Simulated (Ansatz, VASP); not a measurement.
## Two plane-wave programs on AlHg

```xyz
2
Lattice="0.0000 3.0685 3.0685 3.0685 0.0000 3.0685 3.0685 3.0685 0.0000" Properties=species:S:1:pos:R:3 pbc="T T T"
Al    0.0000    0.0000    0.0000
Hg    4.6028    4.6028    4.6028
```

The cell was built by a generator and needn't be a form met in nature.

Alike in both runs: task relaxation of cell and atoms; functional PBE; k mesh 6 × 6 × 6; occupations fermi-dirac, width 0.05 eV; spin-orbit coupling, no magnetisation.

|  | VASP | Ansatz |
| --- | --- | --- |
| version | VASP 6.6.1 | Ansatz 0.2.0 |
| potentials or method | VASP PAW PBE potentials, release 64 (Al, Hg) | Ansatz PAW |
| plane-wave cutoff (eV) | 600 | 420 |
| valence electrons in the cell | 15 | 23 |

Ansatz gave:

- gap on the k mesh at the Fermi level, each at its own relaxed structure (eV): none
- relaxed volume (Å³/atom): 28.21
- relaxed cell length with the largest relative difference (Å): 4.305
- energy change over the relaxation (meV/atom): -2

Question: What did VASP give for the same quantities?

Answer: gap on the k mesh at the Fermi level, each at its own relaxed structure (eV): none; relaxed volume (Å³/atom): 28.45; relaxed cell length with the largest relative difference (Å): 4.317; energy change over the relaxation (meV/atom): -1.

A gap of «none» marks a metal or a gap that the smearing closes. The two sets of potentials don't hold the same shells in valence.

Caveats: the plane-wave basis is chosen anew once the cell has moved, so the energies of steps on either side of that aren't comparable (Ansatz).
